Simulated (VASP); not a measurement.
Here is the system:

```
MoSi2
1.0
   -1.63353     1.63353     3.98469
    1.63353    -1.63353     3.98469
    1.63353     1.63353    -3.98469
Si Mo
2 1
Direct
  0.66457   0.66457   0.00000
  0.33543   0.33543   0.00000
  0.00000   0.00000   0.00000
```

The numbers are results of PBE GGA, VASP's PBE PAW potentials (set 64) (plane waves; VASP), not measurements. Run with 300 eV cut-off, 17×17×17 Γ-centred mesh, Gaussian smearing of 0.20 eV, potentials Si Mo_sv.

At this cut-off the stress carries a Pulay error, which pulls relaxed volumes low.

Task: Predict the energy per atom (σ→0), pressure, band gap (on the k-mesh) with the smallest direct gap where there is one.

Result: 
The band gap (on the k-mesh) is none (metal, semimetal or under 0.01 eV), the energy per atom (σ→0) is -7.734 eV/atom and the pressure comes out as -8.16 GPa.

Total energies compare only between runs with the same potentials, cut-off and functional.

The structure comes from a computed database's Si2Mo entry; how it stands against other phases isn't given here. The cell was not relaxed at this level.
